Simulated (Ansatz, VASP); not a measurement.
## PtSe2 in two plane-wave programs

Aim: how closely do two programs agree when they are given the same cell, functional and k mesh? The cell is taken from a series of runs on this material, whose earlier steps may have relaxed, scaled, displaced or heated it; both programs get it as it stands.

Main program and level: Ansatz 0.2.0; plane waves, with VASP 6.6.1 beside it; single point at PBE0.

**1. Set-up**

The cell holds 3 atoms: 1 Pt and 2 Se. Cell: a = 3.750 Å, b = 3.750 Å, c = 28.400 Å, α = 90.0°, β = 90.0°, γ = 120.0°. Vacuum lies along c.

Structure file:

```xyz
3
Lattice="3.7505 0.0000 0.0000 -1.8752 3.2480 0.0000 0.0000 0.0000 28.4000" Properties=species:S:1:pos:R:3
Pt    0.0000    0.0000   14.2000
Se    0.0000    2.1653   15.5054
Se    1.8752    1.0827   12.8946
```

**2. VASP: single point, PBE0**

A single point gives forces, pressure and levels at one fixed geometry, so differences don't come from the geometry; what else differs is listed under the comparison.

Lines of VASP's logs that name or quote its potential files are left out, and so is its time.

The run reads the wave functions of an earlier VASP run, which isn't shown here.

File INCAR:

```
SYSTEM = PtSe2
PREC = Accurate
ENCUT = 400
EDIFF = 1E-06
NELM = 100
ISMEAR = 0
SIGMA = 0.01
LREAL = .FALSE.
ALGO = Normal
LHFCALC = .TRUE.
AEXX = 0.25
GGA = PE
LASPH = .TRUE.
NBANDS = 17
PRECFOCK = Fast
LORBIT = 11
LWAVE = .FALSE.
LCHARG = .FALSE.
KPAR = 4
NCORE = 2
ISIF = 2
LDIPOL = .TRUE.
IDIPOL = 3
DIPOL = 0.5 0.5 0.5
LVHAR = .TRUE.
```

File POSCAR:

```
PtSe2
1.0
    3.7504907858      0.0000000000      0.0000000000
   -1.8752453929      3.2480202972      0.0000000000
    0.0000000000      0.0000000000     28.4000000000
Pt Se
1 2
Direct
    0.0000000000      0.0000000000      0.5000000000
    0.3333333333      0.6666666667      0.5459659458
    0.6666666667      0.3333333333      0.4540340542
```

File KPOINTS:

```
Automatic mesh
0
Gamma
6 6 1
0 0 0
```

Potentials, in the order of the species: Pt and Se (PBE family, release 64).

Command:

```console
$ mpirun -np 8 vasp_std
```

Numbers of over 12 decimals in the logs are rounded to 6 here.

What it wrote:

```text
[banner, memory and clock lines left out]
running    8 mpi-ranks, on    1 nodes
 distrk:  each k-point on    2 cores,    4 groups
 distr:  one band on    2 cores,    1 groups

 POSCAR found type information on POSCAR PtSe
 POSCAR found :  2 types and       3 ions
 LDA part: xc-table for (Slater+PW92), standard interpolation
 found WAVECAR, reading the header
 POSCAR, INCAR and KPOINTS ok, starting setup
 FFT: planning ... GRIDC
 FFT: planning ... GRID_SOFT
 FFT: planning ... GRID
 reading WAVECAR
 the WAVECAR file was read successfully
 initial charge from wavefunction
 entering main loop
       N       E                     dE             d eps       ncg     rms          rms(c)
DAV:   1    -0.188014836795E+02   -0.18801E+02   -0.78877E-01   311   0.736E+00    0.203E+00
DAV:   2    -0.188199976169E+02   -0.18514E-01   -0.51200E-02   297   0.144E+00    0.136E+00
DAV:   3    -0.188199708690E+02    0.26748E-04   -0.33951E-03   282   0.347E-01    0.818E-01
DAV:   4    -0.188195360872E+02    0.43478E-03   -0.92019E-04   304   0.245E-01    0.467E-01
DAV:   5    -0.188194547394E+02    0.81348E-04   -0.20522E-04   305   0.926E-02    0.269E-01
DAV:   6    -0.188194254833E+02    0.29256E-04   -0.34877E-05   252   0.441E-02    0.154E-01
DAV:   7    -0.188194195889E+02    0.58943E-05   -0.11362E-05   299   0.225E-02    0.885E-02
DAV:   8    -0.188194188233E+02    0.76564E-06   -0.22565E-06   305   0.109E-02
   1 F= -.18819419E+02 E0= -.18819419E+02  d E =-.572519E-41
```

OUTCAR, selected parts (step 2):

```text
ion  position               nearest neighbor table
   1  0.000  0.000  0.500-   2 2.53   3 2.53   3 2.53   2 2.53   3 2.53   2 2.53
   2  0.333  0.667  0.546-   1 2.53   1 2.53   1 2.53
   3  0.667  0.333  0.454-   1 2.53   1 2.53   1 2.53

  LATTYP: Found a hexagonal cell.
 ALAT       =     3.7504907858
 C/A-ratio  =     7.5723422938

 Subroutine GETGRP returns: Found 12 space group operations
 (whereof 12 operations were pure point group operations)

The static configuration has the point symmetry D_3d.

 Found      7 irreducible k-points:

   k-points           NKPTS =      7   k-points in BZ     NKDIM =     36   number of bands    NBANDS=     17

   dimension x,y,z NGX =    24 NGY =   24 NGZ =  192
   dimension x,y,z NGXF=    48 NGYF=   48 NGZF=  384

   ENCUT  =  400.0 eV  29.40 Ry    5.42 a.u.   6.12  6.12 46.31*2*pi/ulx,y,z

   NELECT =      22.0000    total number of electrons

 k-points in reciprocal lattice and weights: Automatic mesh
   0.00000000  0.00000000  0.00000000       0.028
   0.16666667  0.00000000  0.00000000       0.167
   0.33333333 -0.00000000  0.00000000       0.167
   0.50000000  0.00000000  0.00000000       0.083
   0.16666667  0.16666667  0.00000000       0.167
   0.33333333  0.16666667  0.00000000       0.333
   0.33333333  0.33333333  0.00000000       0.056

  exchange ACFDT corr.  =         0.00000000  see jH, gK, PRB 81, 115126

 dipolmoment           0.000000      0.000000      0.000000 electrons x Angstroem

 average (electrostatic) potential at core
       1 -72.5936       2 -57.8476       3 -57.8476

 E-fermi :  -4.5174

 k-point     1 :       0.0000    0.0000    0.0000
  band No.  band energies     occupation
    ...
      7      -8.2722      2.00000
      8      -6.3497      2.00000
      9      -5.1803      2.00000
     10      -4.6106      2.00000
     11      -4.6106      2.00000
     12      -0.3305      0.00000
     13      -0.3305      0.00000
     14       1.3398      0.00000
     15       1.8685      0.00000
     16       2.0501      0.00000
    ...

 k-point     2 :       0.1667    0.0000    0.0000
  band No.  band energies     occupation
    ...
      7      -8.4461      2.00000
      8      -7.0455      2.00000
      9      -5.0634      2.00000
     10      -4.7932      2.00000
     11      -4.7564      2.00000
     12      -1.7335      0.00000
     13      -0.6250      0.00000
     14       2.0381      0.00000
     15       2.2531      0.00000
     16       2.4874      0.00000
    ...

 k-point     3 :       0.3333   -0.0000    0.0000
  band No.  band energies     occupation
    ...
      7      -8.3861      2.00000
      8      -7.4787      2.00000
      9      -6.3377      2.00000
     10      -5.7274      2.00000
     11      -5.3088      2.00000
     12      -1.5675      0.00000
     13      -0.6460      0.00000
     14       1.9502      0.00000
     15       3.2892      0.00000
     16       3.3852      0.00000
    ...

  Total       -2.1587859     -2.1587859     -1.1557022     -0.0000000      0.0000000      0.0000000
  in kB       -9.9975821     -9.9975821     -5.3521878     -0.0000000      0.0000000      0.0000000
  external PRESSURE =      -8.4491174 kB  Pullay stress =       0.0000000 kB

  energy-cutoff  :      400.00
  volume of cell :      345.96
      direct lattice vectors                 reciprocal lattice vectors
     3.750490786  0.000000000  0.000000000     0.266631771  0.153939925  0.000000000
    -1.875245393  3.248020297  0.000000000     0.000000000  0.307879849  0.000000000
     0.000000000  0.000000000 28.400000000     0.000000000  0.000000000  0.035211268

 POSITION                                       TOTAL-FORCE (eV/Angst)
 -----------------------------------------------------------------------------------
      0.00000      0.00000     14.20000        -0.000000      0.000000      0.000000
     -0.00000      2.16535     15.50543         0.000000     -0.000000     -0.421057
      1.87525      1.08267     12.89457        -0.000000      0.000000      0.421057
 -----------------------------------------------------------------------------------
    total drift:                               -0.000000      0.000000      0.000000

  FREE ENERGIE OF THE ION-ELECTRON SYSTEM (eV)
  ---------------------------------------------------
  free  energy   TOTEN  =       -18.8194188233 eV

  energy  without entropy=      -18.8194188233  energy(sigma->0) =      -18.81941882

 vacuum level on the upper side and lower side of the slab         1.953         1.953

 total charge
# of ion       s       p       d       tot
------------------------------------------
    1        0.704   0.700   7.991   9.395
    2        1.485   2.278   0.054   3.817
    3        1.485   2.278   0.054   3.817
--------------------------------------------------
tot          3.674   5.256   8.098  17.029

[... 3 further parts left out ...]
```

The k-mesh is coarse for unscreened exact exchange, which converges slowly with it.

**3. Ansatz: single point, PBE0**

Ansatz runs on its default PAW (the set named soft_2) files.

The same cell, functional and mesh now go to Ansatz, which takes its cutoff from its data sets.

File input.yaml:

```yaml
crystal:
  lattice:
    - [3.7504907858, 0.0, 0.0]
    - [-1.8752453929, 3.2480202972, 0.0]
    - [0.0, 0.0, 28.4]
  atoms:
    - { symbol: Pt, position: [0.0, 0.0, 0.5] }
    - { symbol: Se, position: [0.3333333333, 0.6666666667, 0.5459659458] }
    - { symbol: Se, position: [0.6666666667, 0.3333333333, 0.4540340542] }
  periodic: [true, true, false]
kpoints:
  mp_grid: { grid: [6, 6, 1] }
  band_path:
    path:
      - [0.0, 0.0, 0.0]
      - [0.5, 0.0, 0.0]
      - [0.3333333333, 0.3333333333, 0.0]
      - [0.1333333333, 0.1333333333, 0.0]
      - [0.25, 0.0, 0.0]
      - [0.2, 0.0, 0.0]
    npoints: 1
hamiltonian:
  xc: pbe0
scf:
  occupations: { method: fixed }
  n_extra_bands: 5
output:
  eigenvalues: true
  write_density: true
  write_potential: true
  elf: true
  volumetric_format: npy
```

Command:

```console
$ ansatz run input.yaml --threads 3 --pin off --max-ram 92160MiB --backend cuda --events-out ev --progress --plain --runs-dir out --devices 1 --max-vram 13GiB
```

What it wrote:

```text
scf.n_extra_bands = 5 over 25 filled bands (N_el = 50.0): the run solves 30 bands
GPUs: using 1 of 1 available (devices: 1).
Engine: ansatz 0.2.0, x86_64-unknown-linux-gnu
Pseudopotentials: kind: paw
Pseudopotential: Pt, paw, valence charge 18, recommended cutoff 420 eV (normal), Pt.paw.azcp
Pseudopotential: Se, paw, valence charge 16, recommended cutoff 420 eV (normal), Se.paw.azcp
Functional definition: PBE0
  parameter a = 0.25
  parameter kappa = 0.804
  parameter beta = 0.066725
  exchange = (1 - a)*pbe_x(kappa = kappa, mu = beta*pi^2/3) + a*exact_x
  correlation = pbe_c(beta = beta)
davidson cushion auto → on  (no smearing: the cushion is to keep the highest requested band from converging to the state above it; pin scf.eigensolver.cushion to override)
device memory: the entry about to start is reckoned to put 3.0 GiB on a device that reports 50.2 GiB free (of which the cap on the GPU budget leaves the run 13.0 GiB)
GPU FFT provider: cuFFT
GPU libraries: cuBLAS 13.8.2, cuFFT 12.4.0, cuSOLVER 12.3.4
Crystal: 3 atoms, lattice volume = 345.959 Å³
Basis set: ecut = 420 eV, 6803 PW (Γ)
Bands: 30, of which v1, the nominal top of the filled ones, is band 25 counted from 1 (24 counted from 0)
Symmetry: 12 space group operations
Space group: P-3m1 (ITA 164), of the structure as read, at distance tolerance 7.0e-5 Å
k-points: 7 of 36
Non-local potential: Pt, projectors of the file, l = 0: 3, l = 1: 2, l = 2: 2, l = 3: 1
Non-local potential: Se, projectors of the file, l = 0: 2, l = 1: 2, l = 2: 3, l = 3: 1
PAW form: soft (Blöchl's): semilocal exchange-correlation on the pseudo side does not see the compensation charge
PAW frozen core: Pt, regenerated for the run's functional, and the local potential with it (the file was generated under x = pbe(κ = 0.804, μ = 0.219515), c = pbe(β = 0.066725))
PAW frozen core: Se, regenerated for the run's functional, and the local potential with it (the file was generated under x = pbe(κ = 0.804, μ = 0.219515), c = pbe(β = 0.066725))
PAW one-centre angular grid: Pt, 590 points (default); XC on 64 Gauss nodes
PAW one-centre angular grid: Se, 590 points (default); XC on 64 Gauss nodes
Initial density: superposition of atomic densities (neutral atoms: chi_scale 0, normalization atom), corrected by the library's trained network
Initial wavefunctions: pseudopotential atomic-orbital guess
GPU buffer pool allocated for 139968 grid points (all kernels)
GPU transforms: local potential and band sums: pruned to the plane-wave sphere, on 25×25×192
Functional: x = pbe(κ = 0.804, μ = 0.219515), c = pbe(β = 0.066725), warm-up for x = 0.75 pbe(κ = 0.804, μ = 0.219515) + 0.25 exact, c = pbe(β = 0.066725)
SCF iter   1: F=—  HF=-23462.366977 eV  |F-HF|=—  |Δ(HF+E_count)|=         —  Δρ=2.46e-3  dr2=2.62e-2  ethr=1.77e-3  ⟨swp⟩=17.3  Hψ=1061  notcnv=0
preconditioner: auto → none  [insulator: Δε(μ)=1.710 eV  Ē_g=9.278 eV  n_scr=34 (ndim 8)  ℏωp=9.4 eV  f_vac=0.782]
SCF iter   2: F=—  HF=-23462.373416 eV  |F-HF|=—  |Δ(HF+E_count)|=   6.44e-3  Δρ=2.75e-3  dr2=5.65e-2  ethr=5.25e-5  ⟨swp⟩=5.6  Hψ=651  notcnv=0  defer=2
iter 3 solved again at ethr=1.54e-6 eV; its pass at ethr=5.25e-5 eV (dr2=7.68e-4 eV) is discarded
SCF iter   3: F=—  HF=-23462.363650 eV  |F-HF|=—  |Δ(HF+E_count)|=   9.77e-3  Δρ=4.64e-4  dr2=7.79e-4  ethr=1.54e-6  ⟨swp⟩=4.0  Hψ=1074  notcnv=0
SCF iter   4: F=-23462.363771 eV  HF=-23462.363730 eV  |F-HF|=4.09e-5  |Δ(HF+E_count)|=   8.07e-5  Δρ=1.23e-4  dr2=2.51e-5  ethr=1.54e-6  ⟨swp⟩=5.3  Hψ=551  notcnv=0  defer=7
SCF 1 stopped early in 4 iterations: F = -23462.363771 eV  dr2 = 2.51e-5
  greatest PAW one-centre occupation: 1.000 electrons in one spin orbital (limit 2), on the Pt atom at site 0 (counted from 0), in its partial waves of l = 0
device memory: the entry about to start is reckoned to put 3.6 GiB on a device that reports 49.7 GiB free (of which the cap on the GPU budget leaves the run 13.0 GiB)
GPU FFT provider: cuFFT
GPU libraries: cuBLAS 13.8.2, cuFFT 12.4.0, cuSOLVER 12.3.4
Initial density: handed on by an earlier stage of this run
Initial wavefunctions: those handed on with the density
GPU buffer pool allocated for 139968 grid points (all kernels)
GPU transforms: local potential and band sums: pruned to the plane-wave sphere, on 25×25×192
Functional: x = 0.75 pbe(κ = 0.804, μ = 0.219515) + 0.25 exact, c = pbe(β = 0.066725)
Exchange kernel: α = 0.2500, full range, Wigner–Seitz truncation, v(0) = 18317.4026 eV·Å³, q-mesh 6×6×1, nearest image of the exchange supercell L = 22.50 Å, pair-density grid 18×18×125, without the augmentation charges, whose exchange is taken in its separable form by FFT convolution over the k-point mesh (sized by the pseudopotential files, 24×24×192 at the most), smooth part of the exact exchange by density-matrix convolution in up to 7.02 GiB of GPU memory as planned if the GPU has room (build and FFT work areas not counted)
Frozen-core exchange: fock
SCF iter   1: F=—  HF=-23464.619632 eV  |F-HF|=—  |Δ(HF+E_count)|=         —  Δρ=2.94e-3  dr2=8.30e-3  ethr=5.03e-7  ⟨swp⟩=13.7  Hψ=1242  notcnv=0
preconditioner: auto → none  [insulator: Δε(μ)=2.803 eV  Ē_g=11.360 eV  n_scr=34 (ndim 8)  ℏωp=9.4 eV  f_vac=0.782]
SCF iter   2: F=—  HF=-23464.611420 eV  |F-HF|=—  |Δ(HF+E_count)|=   8.21e-3  Δρ=1.43e-3  dr2=2.42e-3  ethr=5.03e-7  ⟨swp⟩=4.0  Hψ=751  notcnv=0
SCF iter   3: F=—  HF=-23464.611022 eV  |F-HF|=—  |Δ(HF+E_count)|=   3.97e-4  Δρ=5.67e-4  dr2=3.31e-3  ethr=5.03e-7  ⟨swp⟩=4.6  Hψ=611  notcnv=0
SCF iter   4: F=—  HF=-23464.632345 eV  |F-HF|=—  |Δ(HF+E_count)|=   2.13e-2  Δρ=7.91e-4  dr2=1.04e-3  ethr=5.03e-7  ⟨swp⟩=6.3  Hψ=881  notcnv=0  defer=5
SCF iter   5: F=—  HF=-23464.632084 eV  |F-HF|=—  |Δ(HF+E_count)|=   2.61e-4  Δρ=2.04e-4  dr2=2.73e-4  ethr=5.03e-7  ⟨swp⟩=3.1  Hψ=611  notcnv=0
SCF iter   6: F=—  HF=-23464.633049 eV  |F-HF|=—  |Δ(HF+E_count)|=   9.65e-4  Δρ=2.11e-4  dr2=1.20e-4  ethr=1.71e-7  ⟨swp⟩=5.4  Hψ=703  notcnv=0
SCF iter   7: F=-23464.633023 eV  HF=-23464.633024 eV  |F-HF|=6.96e-7  |Δ(HF+E_count)|=   2.54e-5  Δρ=2.13e-5  dr2=9.76e-6  ethr=1.71e-7  ⟨swp⟩=3.4  Hψ=522  notcnv=0
SCF 2 stopped early in 7 iterations: F = -23464.633023 eV  dr2 = 9.76e-6
hybrid outer 1: dexx = +2.790e-2 eV, tail = 2.44e-4 eV
GPU FFT provider: cuFFT
GPU libraries: cuBLAS 13.8.2, cuFFT 12.4.0, cuSOLVER 12.3.4
GPU buffer pool allocated for 139968 grid points (all kernels)
GPU transforms: local potential and band sums: pruned to the plane-wave sphere, on 25×25×192
Exchange kernel: α = 0.2500, full range, Wigner–Seitz truncation, v(0) = 18317.4026 eV·Å³, q-mesh 6×6×1, nearest image of the exchange supercell L = 22.50 Å, pair-density grid 18×18×125, without the augmentation charges, whose exchange is taken in its separable form by FFT convolution over the k-point mesh (sized by the pseudopotential files, 24×24×192 at the most), smooth part of the exact exchange by density-matrix convolution in up to 7.02 GiB of GPU memory as planned if the GPU has room (build and FFT work areas not counted)
Frozen-core exchange: fock
SCF iter   1: F=—  HF=-23464.633757 eV  |F-HF|=—  |Δ(HF+E_count)|=         —  Δρ=6.51e-5  dr2=4.73e-6  ethr=2.44e-6  ⟨swp⟩=3.0  Hψ=472  notcnv=0
preconditioner: auto → none  [insulator: Δε(μ)=2.872 eV  Ē_g=11.390 eV  n_scr=34 (ndim 8)  ℏωp=9.4 eV  f_vac=0.782]
SCF iter   2: F=—  HF=-23464.633770 eV  |F-HF|=—  |Δ(HF+E_count)|=   1.30e-5  Δρ=2.93e-5  dr2=1.24e-6  ethr=7.40e-9  ⟨swp⟩=5.4  Hψ=854  notcnv=0  defer=1
SCF iter   3: F=—  HF=-23464.633769 eV  |F-HF|=—  |Δ(HF+E_count)|=   3.29e-7  Δρ=8.84e-6  dr2=3.04e-7  ethr=1.79e-9  ⟨swp⟩=3.9  Hψ=498  notcnv=0
SCF iter   4: F=-23464.633770 eV  HF=-23464.633770 eV  |F-HF|=1.56e-8  |Δ(HF+E_count)|=   1.09e-6  Δρ=3.81e-6  dr2=2.94e-8  ethr=2.82e-10  ⟨swp⟩=6.0  Hψ=710  notcnv=0  defer=3
SCF 3 converged in 4 iterations: F = -23464.633770 eV  dr2 = 2.94e-8
hybrid outer 2: dexx = +1.040e-5 eV, tail = 2.87e-7 eV, Δε = 4.85e-3 eV (about 2.52e-4 eV left of the loop's levels)
device memory: the entry about to start is reckoned to put 1.2 GiB on a device that reports 71.6 GiB free (of which the cap on the GPU budget leaves the run 13.0 GiB)
NSCF: frozen V_eff on 6 k-points
WARN: The output density's exchange-correlation potential varies sharply where the density is thin. Do not read a vacuum level from v_tot or v_xc, or from such a field of the output density. On a cell that repeats whose density bears no net charge and no dipole along the vacuum's axis use v_es (v_loc + v_h of the components); under efield.dipole_correction with no amplitude use v_es + v_field, which holds any externa [...]
hybrid SCF converged: 2 outer / 11 inner (+4 warm-up), last move |dexx| = 1.04e-5 eV, tail = 2.87e-7 eV
Stability not checked: this state was not tested for a lower state beside it, because the functional holds exact exchange (a hybrid, or Hartree-Fock), whose exchange loop this test does not read (fock_operator; see scf.lower_state_search)
Free energy (F): -23464.633772 eV
Frozen-core exchange: fock
Harris-Foulkes:  -23464.633772 eV  (|F-HF|=1.56e-8)
Internal energy: -23464.633772 eV  (E = F + TS)
E sigma→0 (E₀):  -23464.633772 eV
Fermi energy:    -6.544631 eV
--- Per-component energies (eV) ---
  E_band       = -2010.273655
  E_kinetic    = 869.530269
  E_local      = -114065.021203  (includes V_loc(G=0)·N_el)
  E_nonlocal   = -990.345994
  E_hartree    = 56342.969998
  E_xc         = -361.008904
  E_vxc        = -383.379031  (∫ρ·V_xc dr)
  E_exx        = -220.745477  (= α·E_x^exact, valence–valence)
  E_paw        = -13163.217260  (= ΣΔE_a)
  E_vpaw       = 314.501257  (= ΣTr[D̂ρ^β])
  E_aug_tail   = -0.001006  (compensation charges beyond the density's cutoff)
  E_ewald      = 48127.439908
  E_core_change = -4.234101  (= ΣΔE_core)
  E_smearing   = -0.000000  (= −TS)
  E_closure    = 0.000000  (closes the sum)
  Σ components = -23464.633772   (vs F -23464.633772, Δ=-3.64e-12)
--- Band table (eV; the first three rows and the last of 7) ---
  k-point 0: bands = [... 21 lower, -8.2890, -7.1251, -6.5446, -6.5446, -2.2510, -2.2510, -0.6266, -0.1136, ... 1 higher]
  k-point 1: bands = [... 21 lower, -8.9884, -6.9931, -6.7234, -6.6914, -3.6716, -2.5516, 0.0659, 0.2717, ... 1 higher]
  k-point 2: bands = [... 21 lower, -9.4220, -8.2743, -7.6606, -7.2461, -3.4948, -2.5722, -0.0028, 1.3239, ... 1 higher]
  k-point 6: bands = [... 21 lower, -9.9849, -8.9526, -8.0224, -8.0224, -3.4069, -3.4069, 1.2899, 3.1669, ... 1 higher]
  the weakly bound empty levels are not read free of the cell's end (exact_exchange)
```

**4. Side by side**

Known differences besides the potentials themselves: exact exchange at q = 0 is treated differently, which shows on coarse meshes; VASP keeps PBE cores, Ansatz makes them for the functional; fixed occupations in Ansatz, narrow Gaussian smearing in VASP; Ansatz cuts the interaction across the vacuum, VASP repeats the sheet with a dipole correction; the data sets hold 50 valence electrons in Ansatz (on its default PAW (the set named soft_2) files) and 22 in VASP; the cutoff is 420 eV in Ansatz and 400 eV in VASP; VASP takes a coarser grid for exact exchange (PRECFOCK = Fast). Total energies have different zeros and are not compared.

The two programs side by side:

```csv
quantity,Ansatz,VASP,difference
gap on the k mesh (eV),2.873,2.877,-0.004
```

A gap on the mesh is an upper bound, since the band edges may lie between its points; neither run holds spin-orbit coupling, which can move the band edges of a compound of Pt. With vacuum in the cell, a pressure given here is an average over mostly empty space and none of the material.

**5. What came out**

```yaml
difference_in_gap_on_the_k_mesh_single_point_pbe0: -0.0040 eV
```

**Reading.** The difference in gap on the k mesh is -0.0040 eV (single point, PBE0), within the 0.08 eV picked in this series as the mark of a large difference. The data sets hold unlike numbers of valence electrons (50 in Ansatz and 22 in VASP), so part of the differences comes from the potentials. How closely two codes agree says nothing of how well the functional describes the real material.

[Lines on the potential files, build, host, timing and source positions are cut from VASP's logs without a mark.]

[Logs are printed without paths, hosts, clocks, repeated set-up lines and the standing remarks that a program may print on its own settings, such as how far it seeks lower states.]

[Hosts, paths, dates, database ids (printed as entryN), source tags and the programs' standing remarks are cut or masked in the printed files.]
